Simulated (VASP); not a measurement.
Given:

```
Ni3Pb2Se2
1.0
    2.80835     1.62140     4.76200
   -2.80835     1.62140     4.76200
    0.00000    -3.24280     4.76200
Ni Se Pb
3 2 2
Cartesian
  0.00000  -1.62140   2.38100
  1.40417   0.81070   2.38100
 -1.40417   0.81070   2.38100
  0.00000   0.00000   4.01294
  0.00000   0.00000  10.27306
  0.00000   0.00000   7.14300
  0.00000   0.00000   0.00000
```
Starting moments (μB, in the order of the record's atoms Ni Ni Ni Se Se Pb Pb): 2.0 2.0 2.0 0.0 0.0 0.0 0.0.

All values below come from LDA (Ceperley-Alder, Perdew-Zunger), VASP's LDA PAW potentials (set 64) (plane waves; VASP). Run with 300 eV cut-off, 3×3×3 Γ-centred mesh, Gaussian smearing of 0.10 eV, potentials Ni Se Pb_d.

The moments were started parallel, and other spin orders were not tried in this run.

Question: Give the spin-up energies of bands 26 to 39 at the high-symmetry points, in eV from the Fermi level.

Answer: 
| band | Γ | T | H2 | L | S0 | F |
|---|---|---|---|---|---|---|
| 26 | -2.04 | -1.97 | -1.63 | -1.76 | -1.73 | -1.73 |
| 27 | -1.64 | -1.34 | -1.52 | -1.44 | -1.47 | -1.40 |
| 28 | -1.64 | -1.34 | -1.35 | -1.20 | -1.36 | -1.22 |
| 29 | -1.34 | -1.13 | -1.28 | -1.17 | -1.21 | -1.10 |
| 30 | -1.34 | -0.96 | -1.06 | -1.11 | -1.13 | -1.04 |
| 31 | -1.11 | -0.96 | -0.97 | -0.99 | -0.96 | -0.91 |
| 32 | -0.94 | -0.41 | -0.90 | -0.94 | -0.84 | -0.86 |
| 33 | -0.94 | -0.14 | -0.85 | -0.72 | -0.71 | -0.79 |
| 34 | -0.67 | -0.14 | -0.33 | -0.39 | -0.53 | -0.41 |
| 35 | -0.41 | -0.03 | -0.21 | -0.05 | -0.40 | -0.27 |
| 36 | -0.18 | -0.03 | 1.24 | 0.17 | 1.37 | 0.58 |
| 37 | -0.13 | 0.13 | 1.99 | 1.46 | 1.69 | 1.87 |
| 38 | -0.13 | 2.08 | 2.47 | 1.80 | 2.00 | 2.29 |
| 39 | 3.36 | 3.16 | 2.71 | 2.03 | 3.21 | 3.11 |

Question: Give the spin-down energies of bands 26 to 39 at the high-symmetry points, in eV from the Fermi level.

Answer: 
```csv
band,Γ,T,H2,L,S0,F
26,-2.04,-1.97,-1.63,-1.76,-1.73,-1.73
27,-1.64,-1.34,-1.52,-1.44,-1.47,-1.40
28,-1.64,-1.34,-1.35,-1.20,-1.36,-1.22
29,-1.34,-1.13,-1.28,-1.17,-1.21,-1.10
30,-1.34,-0.96,-1.06,-1.11,-1.13,-1.04
31,-1.11,-0.96,-0.97,-0.99,-0.96,-0.91
32,-0.94,-0.41,-0.90,-0.94,-0.84,-0.86
33,-0.94,-0.14,-0.85,-0.72,-0.71,-0.79
34,-0.67,-0.14,-0.33,-0.39,-0.53,-0.41
35,-0.41,-0.03,-0.21,-0.05,-0.40,-0.27
36,-0.18,-0.03,1.24,0.17,1.37,0.58
37,-0.13,0.13,1.99,1.46,1.69,1.87
38,-0.13,2.08,2.47,1.80,2.00,2.29
39,3.36,3.16,2.71,2.03,3.21,3.11
```

It has no gap at this level: it comes out as a metal or semimetal.

The structure comes from a measured Ni3Pb2Se2 entry of the Crystallography Open Database, whose conditions weren't checked. The cell was not relaxed at this level. The k-mesh is coarse (spacing up to 0.45 per Å, 2π included), so the numbers may not be converged in it.
